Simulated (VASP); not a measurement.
Set up this calculation in VASP 6.6.1, as the native input.

```
Task                   : atomic charges
Functional             : PBEsol
Potentials or basis    : VASP PAW PBE potentials, release 64 (Ta_pv, Te)
Cutoff                 : 520 eV
k mesh                 : 8 × 8 × 8
Occupations            : gaussian, width 0.02 eV
Spin                   : no spin polarisation
Further INCAR settings : ALGO = Normal; EDIFF = 1e-06
```

The structure of TaTe lies in POSCAR:

```
TaTe
1.0
    3.4200900000      0.0000000000      0.0000000000
    0.0000000000      3.4200900000      0.0000000000
    0.0000000000      0.0000000000      3.4200900000
Ta Te
1 1
Direct
    0.5000000000      0.5000000000      0.5000000000
    0.0000000000      0.0000000000      0.0000000000
```

The cell was built by a generator and needn't be a form met in nature.

One way to write it, as run:

INCAR

```
SYSTEM = TaTe
PREC     = Accurate       ! precision mode
ENCUT    = 520            ! plane-wave cutoff, eV
EDIFF    = 1E-6           ! SCF threshold, eV
ISMEAR   = 0              ! smearing method
SIGMA    = 0.02           ! smearing width, eV
LREAL    = .FALSE.        ! projectors in reciprocal space
LASPH    = .TRUE.         ! aspherical terms in the spheres
NELM     = 80             ! most SCF steps
ALGO     = Normal         ! electronic algorithm
ISIF     = 2              ! what is computed and relaxed
LWAVE    = .FALSE.        ! write WAVECAR
LCHARG   = .TRUE.         ! write CHGCAR
GGA      = PS             ! functional
LORBIT   = 11             ! projections on sites
LELF     = .TRUE.         ! ELF
LVHAR    = .TRUE.
```

KPOINTS

```
regular mesh
0
G
  8 8 8
  0 0 0
```

Potentials or basis: VASP PAW PBE potentials, release 64 (Ta_pv, Te).

The run is started by

```sh
$ cat potpaw_PBE.64/Ta_pv/POTCAR potpaw_PBE.64/Te/POTCAR > POTCAR
$ mpirun -np 1 vasp_std > vasp.out
```

It gave:

| Item | Value |
| --- | --- |
| Pressure | -5.3 GPa |
| Band gap on the k mesh | none (metal or under the smearing width) |
| Valence electrons inside the program's atomic spheres | Ta 8.76; Te 3.45 |

Caveat: the PAW data sets were made with another functional, which shifts forces and pressure a little.

Wall time 10 s on 1 thread of Intel(R) Xeon(R) Platinum 8559C (Emerald Rapids) (shared host), peak memory 0.16 GiB.
